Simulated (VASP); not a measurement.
Input:

```xyz
1
Lattice="-2.0970 2.0970 2.0970 2.0970 -2.0970 2.0970 2.0970 2.0970 -2.0970" Properties=species:S:1:pos:R:3 pbc="T T T"
Na     0.0000     0.0000     0.0000
```

These are PBE GGA, VASP's PBE PAW potentials (set 64) (plane waves; VASP) values and carry that method's errors. Numerical set-up: 520 eV cut-off, 11×11×11 Γ-centred mesh, first-order Methfessel-Paxton smearing of 0.10 eV, potentials Na_pv.

### Question
Estimate the energy per atom (σ→0), band gap (on the k-mesh) with the smallest direct gap where there is one.

### Answer

```
Quantity                                                     Value
------------------------  ----------------------------------------
band gap (on the k-mesh)  none (metal, semimetal or under 0.01 eV)
energy per atom (σ→0)                               -1.314 eV/atom
```

Only differences to runs with the same potentials and settings are physical.

The compound is Na in the bcc structure. It was relaxed first. The start is the result of an earlier pass.
